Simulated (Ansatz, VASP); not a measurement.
**SiC: VASP beside Ansatz**

Aim: how closely do two programs agree when they are given the same cell, functional and k mesh? The cell is taken from a series of runs on this material, whose earlier steps may have relaxed, scaled, displaced or heated it; both programs get it as it stands.

Method: plane waves, with VASP 6.6.1 beside it; zone-centre phonons at PBE, in Ansatz 0.2.0.

### 1. Starting point

Symmetry: P6_3mc, No. 186, hexagonal system. Conventional cell: a = 3.053 Å, b = 3.053 Å, c = 9.991 Å, α = 90.00°, β = 90.00°, γ = 120.00°. Nearest to C lie 4 Si at 1.87 to 1.88 Å. C has 4 Si at 1.87 Å nearest. Nearest to Si lie 4 C at 1.87 to 1.88 Å. Nearest to Si lie 4 C at 1.87 Å. Farther neighbours are not listed.

### 2. VASP: zone-centre phonons, PBE

Second derivatives magnify differences that forces hide, and they need a tight electronic threshold.

Lines of VASP's logs that name or quote its potential files are left out, and so is its time.

INCAR

```
SYSTEM = SiC
PREC = Accurate
ENCUT = 600
EDIFF = 1E-08
NELM = 120
ISMEAR = 0
SIGMA = 0.01
LREAL = .FALSE.
ALGO = Normal
GGA = PE
NBANDS = 24
LORBIT = 11
LWAVE = .FALSE.
LCHARG = .FALSE.
ISIF = 2
IBRION = 8
LEPSILON = .TRUE.
LASPH = .TRUE.
GGA_COMPAT = .FALSE.
EFERMI = MIDGAP
KPAR = 2
```

POSCAR

```
SiC
1.0
    3.0525213737      0.0000000000      0.0000000000
   -1.5262606869      2.6435610552      0.0000000000
    0.0000000000      0.0000000000      9.9908331221
C Si
4 4
Direct
    0.6666666666      0.3333333332      0.7498178319
    0.3333333332      0.6666666666      0.2498178319
    0.9999999999      0.9999999999      0.5004389001
    0.9999999999      0.9999999999      0.0004389001
    0.6666666666      0.3333333332      0.9378174620
    0.3333333332      0.6666666666      0.4378174620
    0.9999999999      0.9999999999      0.6879248059
    0.9999999999      0.9999999999      0.1879248059
```

KPOINTS

```
Automatic mesh
0
Gamma
9 9 4
0 0 0
```

PAW data sets: C and Si (PBE family, release 64).

On the command line:

```bash
mpirun -np 2 vasp_std
```

Numbers of over 12 decimals in the logs are rounded to 6 here.

Output:

```text
[banner, memory and clock lines left out]
running    2 mpi-ranks, on    1 nodes
 distrk:  each k-point on    1 cores,    2 groups
 distr:  one band on    1 cores,    1 groups

 POSCAR found type information on POSCAR C Si
 POSCAR found :  2 types and       8 ions
 LDA part: xc-table for (Slater+PW92), standard interpolation
 POSCAR, INCAR and KPOINTS ok, starting setup
 FFT: planning ... GRIDC
 FFT: planning ... GRID_SOFT
 FFT: planning ... GRID
 WAVECAR not read
 entering main loop
       N       E                     dE             d eps       ncg     rms          rms(c)
DAV:   1     0.885215590134E+02    0.88522E+02   -0.16126E+04  1728   0.136E+03
DAV:   2    -0.601970594288E+02   -0.14872E+03   -0.13776E+03  2352   0.214E+02
DAV:   3    -0.677680338709E+02   -0.75710E+01   -0.75159E+01  2288   0.467E+01
DAV:   4    -0.678727214246E+02   -0.10469E+00   -0.10459E+00  2216   0.633E+00
DAV:   5    -0.678747370022E+02   -0.20156E-02   -0.20150E-02  2264   0.831E-01    0.182E+01
DAV:   6    -0.603978106699E+02    0.74769E+01   -0.21575E+01  2208   0.212E+01    0.819E+00
DAV:   7    -0.601922530360E+02    0.20556E+00   -0.22003E+00  2360   0.692E+00    0.346E+00
DAV:   8    -0.601609156096E+02    0.31337E-01   -0.12475E-01  2136   0.178E+00    0.986E-01
DAV:   9    -0.601582868588E+02    0.26288E-02   -0.17230E-02  2224   0.741E-01    0.162E-01
DAV:  10    -0.601587504741E+02   -0.46362E-03   -0.13324E-03  2256   0.194E-01    0.773E-02
DAV:  11    -0.601588235519E+02   -0.73078E-04   -0.17701E-04  2224   0.883E-02    0.157E-02
DAV:  12    -0.601588256007E+02   -0.20487E-05   -0.83382E-06  2240   0.158E-02    0.543E-03
DAV:  13    -0.601588264277E+02   -0.82703E-06   -0.48503E-07  2256   0.411E-03    0.232E-03
DAV:  14    -0.601588265867E+02   -0.15904E-06   -0.14244E-08  1664   0.784E-04    0.121E-03
DAV:  15    -0.601588265699E+02    0.16800E-07   -0.24659E-08  1808   0.873E-04    0.164E-04
DAV:  16    -0.601588265646E+02    0.53815E-08   -0.17867E-09  1528   0.277E-04
   1 F= -.60158827E+02 E0= -.60158827E+02  d E =0.000000E+00
 Linear response reoptimize wavefunctions to high precision
DAV:   1    -0.601588265682E+02   -0.36243E-08   -0.23745E-10  1520   0.994E-05
DAV:   2    -0.601588265682E+02   -0.28649E-10   -0.38312E-11  1416   0.376E-05
 Linear response G [H, r] |phi>, progress :
  Direction:   1
       N       E                     dE             d eps       ncg     rms
RMM:   1    -0.149603042969E+03   -0.14960E+03    0.49365E+01  4452   0.754E+01
RMM:   2    -0.103183245834E+03    0.46420E+02   -0.15186E+01  2987   0.220E+01
RMM:   3    -0.103330253568E+03   -0.14701E+00   -0.29706E-01  3133   0.289E+00
RMM:   4    -0.103332498946E+03   -0.22454E-02   -0.10872E-02  3304   0.499E-01
RMM:   5    -0.103332517332E+03   -0.18387E-04   -0.91208E-04  3268   0.103E-01
RMM:   6    -0.103332500469E+03    0.16863E-04   -0.10421E-04  3351   0.260E-02
RMM:   7    -0.103332496776E+03    0.36934E-05   -0.14835E-05  3283   0.850E-03
RMM:   8    -0.103332496054E+03    0.72177E-06    0.29643E-05  3368   0.452E-03
RMM:   9    -0.103332497062E+03   -0.10077E-05    0.24057E-04  3225   0.349E-03
RMM:  10    -0.103332494873E+03    0.21887E-05    0.18057E-04  2808   0.320E-03
RMM:  11    -0.103332493429E+03    0.14446E-05   -0.79301E-05  2553   0.310E-03
RMM:  12    -0.103332493110E+03    0.31828E-06   -0.25578E-04  2477   0.308E-03
RMM:  13    -0.103332494320E+03   -0.12094E-05   -0.14088E-04  2363   0.304E-03
 Linear response G [H, r] |phi>, progress :
  Direction:   2
       N       E                     dE             d eps       ncg     rms
RMM:   1    -0.171365866665E+03   -0.17137E+03   -0.27981E+02  4329   0.721E+01
RMM:   2    -0.130078624427E+03    0.41287E+02   -0.11864E+01  2956   0.201E+01
RMM:   3    -0.130214879089E+03   -0.13625E+00   -0.18873E-01  3091   0.246E+00
RMM:   4    -0.130218136669E+03   -0.32576E-02   -0.96742E-04  3273   0.395E-01
RMM:   5    -0.130218609806E+03   -0.47314E-03    0.29979E-04  3253   0.733E-02
RMM:   6    -0.130218665793E+03   -0.55987E-04    0.55188E-06  3314   0.170E-02
RMM:   7    -0.130218674769E+03   -0.89756E-05   -0.40602E-05  3272   0.587E-03
RMM:   8    -0.130218676811E+03   -0.20417E-05    0.22062E-05  3310   0.373E-03
RMM:   9    -0.130218677125E+03   -0.31476E-06   -0.36239E-04  3164   0.331E-03
RMM:  10    -0.130218678511E+03   -0.13858E-05   -0.15457E-04  2688   0.319E-03
RMM:  11    -0.130218676301E+03    0.22105E-05    0.12020E-04  2474   0.316E-03
RMM:  12    -0.130218679390E+03   -0.30889E-05    0.19067E-04  2373   0.316E-03
 Linear response G [H, r] |phi>, progress :
  Direction:   3
       N       E                     dE             d eps       ncg     rms
RMM:   1    -0.175444399388E+03   -0.17544E+03   -0.18723E+02  4415   0.747E+01
RMM:   2    -0.116569756165E+03    0.58875E+02   -0.16830E+01  2934   0.219E+01
RMM:   3    -0.116607276994E+03   -0.37521E-01   -0.35689E-01  3070   0.280E+00
RMM:   4    -0.116601590219E+03    0.56868E-02   -0.12040E-03  3246   0.460E-01
[...]
first order change of Fermi-energy   0.16151E+00
 force on displaced ion       1 direction 3 :   0.000  -0.000 -28.198
 Born effective charge ion    1 direction 3 :  -0.000   0.000  -2.756
 Linear response progress:
  Degree of freedom:   3/  8
       N       E                     dE             d eps       ncg     rms          rms(c)
[...]
first order change of Fermi-energy   0.32337E+00
 force on displaced ion       3 direction 3 :   0.000   0.000 -28.635
 Born effective charge ion    3 direction 3 :   0.000   0.000  -2.825
 Linear response progress:
  Degree of freedom:   5/  8
       N       E                     dE             d eps       ncg     rms          rms(c)
RMM:   1    -0.180514881228E-01   -0.18051E-01   -0.28597E-03 19272   0.794E-01
RMM:   2    -0.147686323080E-01    0.32829E-02   -0.11702E-03 12922   0.211E-01    0.130E-01
RMM:   3    -0.146685548701E-01    0.10008E-03    0.20056E-04 13519   0.555E-02    0.755E-02
RMM:   4    -0.147268934369E-01   -0.58339E-04    0.21052E-04 12846   0.560E-02    0.886E-03
RMM:   5    -0.147253884441E-01    0.15050E-05   -0.29463E-05 13771   0.120E-02    0.259E-03
RMM:   6    -0.147211485741E-01    0.42399E-05    0.32828E-06 13989   0.275E-03    0.105E-03
RMM:   7    -0.147198224113E-01    0.13262E-05    0.11814E-06 14361   0.532E-04    0.139E-04
RMM:   8    -0.147196127205E-01    0.20969E-06   -0.11579E-07 14385   0.156E-04    0.342E-05
RMM:   9    -0.147196942157E-01   -0.81495E-07    0.80476E-08 14516   0.634E-05    0.804E-06
RMM:  10    -0.147196987577E-01   -0.45420E-08    0.82397E-08 14827   0.308E-05    0.312E-06
 first order change of Fermi-energy  -0.41631E+00
 force on displaced ion       5 direction 1 : -21.048  -0.000   0.000
 Born effective charge ion    5 direction 1 :   2.685  -0.000  -0.000
 Linear response progress:
  Degree of freedom:   6/  8
       N       E                     dE             d eps       ncg     rms          rms(c)
RMM:   1    -0.454488641829E-01   -0.45449E-01    0.49567E-02  5714   0.125E+00
RMM:   2    -0.359838857135E-01    0.94650E-02   -0.39602E-03  3440   0.385E-01    0.155E-01
RMM:   3    -0.353648056484E-01    0.61908E-03   -0.89184E-04  3710   0.112E-01    0.893E-02
RMM:   4    -0.351176066306E-01    0.24720E-03   -0.70180E-04  3831   0.871E-02    0.286E-02
RMM:   5    -0.350980198110E-01    0.19587E-04   -0.12474E-04  3768   0.297E-02    0.682E-03
RMM:   6    -0.351061812102E-01   -0.81614E-05   -0.14354E-05  3693   0.951E-03    0.301E-03
RMM:   7    -0.351066835025E-01   -0.50229E-06    0.96334E-06  3734   0.310E-03    0.116E-03
RMM:   8    -0.351099791606E-01   -0.32957E-05    0.39330E-06  3763   0.132E-03    0.310E-04
RMM:   9    -0.351102726627E-01   -0.29350E-06    0.90131E-07  3880   0.272E-04    0.135E-04
RMM:  10    -0.351103486366E-01   -0.75974E-07    0.12025E-06  3767   0.185E-04    0.266E-05
RMM:  11    -0.351103186579E-01    0.29979E-07    0.14121E-07  3861   0.678E-05    0.875E-06
RMM:  12    -0.351103502883E-01   -0.31630E-07   -0.27280E-07  3854   0.371E-05    0.436E-06
RMM:  13    -0.351103454689E-01    0.48194E-08    0.16596E-07  3921   0.312E-05    0.116E-06
RMM:  14    -0.351103305916E-01    0.14877E-07   -0.38915E-09  3627   0.265E-05    0.409E-07
RMM:  15    -0.351103389986E-01   -0.84069E-08    0.71737E-08  3040   0.257E-05    0.115E-07
 first order change of Fermi-energy  -0.35724E+00
 force on displaced ion       5 direction 3 :   0.000   0.000 -32.000
 Born effective charge ion    5 direction 3 :   0.000  -0.000   2.646
 Linear response progress:
  Degree of freedom:   7/  8
       N       E                     dE             d eps       ncg     rms          rms(c)
RMM:   1    -0.182132663598E-01   -0.18213E-01   -0.30754E-03 19235   0.801E-01
RMM:   2    -0.148766267849E-01    0.33366E-02   -0.17639E-03 12944   0.214E-01    0.130E-01
RMM:   3    -0.147888826032E-01    0.87744E-04   -0.43032E-04 13562   0.560E-02    0.754E-02
RMM:   4    -0.148501509838E-01   -0.61268E-04   -0.43918E-04 12883   0.560E-02    0.879E-03
RMM:   5    -0.147810525596E-01    0.69098E-04    0.87799E-06 13813   0.120E-02    0.260E-03
RMM:   6    -0.147816243493E-01   -0.57179E-06   -0.65130E-06 14028   0.275E-03    0.103E-03
RMM:   7    -0.147799119364E-01    0.17124E-05   -0.15667E-06 14387   0.520E-04    0.145E-04
RMM:   8    -0.147793833904E-01    0.52855E-06    0.56351E-09 14406   0.159E-04    0.342E-05
RMM:   9    -0.147795275967E-01   -0.14421E-06   -0.30647E-07 14540   0.650E-05    0.754E-06
RMM:  10    -0.147795192547E-01    0.83421E-08   -0.26005E-07 14891   0.324E-05    0.331E-06
RMM:  11    -0.147795177182E-01    0.15365E-08   -0.34762E-07 14508   0.256E-05    0.638E-07
RMM:  12    -0.147795089439E-01    0.87742E-08   -0.29905E-07 13067   0.225E-05    0.265E-07
RMM:  13    -0.147795084436E-01    0.50032E-09   -0.31139E-07 10419   0.216E-05    0.765E-08
 first order change of Fermi-energy   0.43539E+00
 force on displaced ion       7 direction 1 : -21.265  -0.001   0.000
 Born effective charge ion    7 direction 1 :   2.694  -0.000  -0.000
 Linear response progress:
  Degree of freedom:   8/  8
       N       E                     dE             d eps       ncg     rms          rms(c)
RMM:   1    -0.474831035476E-01   -0.47483E-01    0.30407E-02  5760   0.125E+00
RMM:   2    -0.361008026312E-01    0.11382E-01   -0.57088E-03  3450   0.392E-01    0.156E-01
RMM:   3    -0.352563739277E-01    0.84443E-03   -0.67596E-04  3719   0.115E-01    0.897E-02
RMM:   4    -0.349474585305E-01    0.30892E-03   -0.35951E-05  3823   0.887E-02    0.295E-02
RMM:   5    -0.349831996892E-01   -0.35741E-04   -0.83753E-07  3785   0.309E-02    0.726E-03
RMM:   6    -0.350060219396E-01   -0.22822E-04   -0.18409E-05  3692   0.999E-03    0.317E-03
RMM:   7    -0.350070476200E-01   -0.10257E-05    0.29433E-06  3750   0.334E-03    0.124E-03
RMM:   8    -0.350098779598E-01   -0.28303E-05    0.44059E-06  3755   0.136E-03    0.364E-04
RMM:   9    -0.350101983689E-01   -0.32041E-06    0.83502E-07  3851   0.298E-04    0.139E-04
RMM:  10    -0.350104851453E-01   -0.28678E-06   -0.93692E-07  3795   0.187E-04    0.282E-05
RMM:  11    -0.350104894748E-01   -0.43295E-08    0.52817E-07  3869   0.718E-05    0.925E-06
RMM:  12    -0.350105761780E-01   -0.86703E-07   -0.19346E-06  3872   0.372E-05    0.426E-06
RMM:  13    -0.350104053097E-01    0.17087E-06    0.73535E-08  3922   0.314E-05    0.157E-06
RMM:  14    -0.350104091659E-01   -0.38562E-08    0.41439E-07  3772   0.267E-05    0.389E-07
RMM:  15    -0.350103789788E-01    0.30187E-07    0.45304E-07  3136   0.257E-05    0.126E-07
RMM:  16    -0.350103740709E-01    0.49079E-08    0.57526E-07  2771   0.255E-05    0.611E-08
 first order change of Fermi-energy  -0.12762E+00
 force on displaced ion       7 direction 3 :  -0.000  -0.000 -32.086
 Born effective charge ion    7 direction 3 :   0.000  -0.000   2.936
 Born effective charges drift removed
 Linear response finished
```

(Part 1 of 3 ends here.)

[Lines on the potential files, build, host, timing and source positions are cut from VASP's logs without a mark.]

[Logs are printed without paths, hosts, clocks, repeated set-up lines and the standing remarks that a program may print on its own settings, such as how far it seeks lower states.]

[Hosts, paths, dates, database ids (printed as entryN), source tags and the programs' standing remarks are cut or masked in the printed files.]
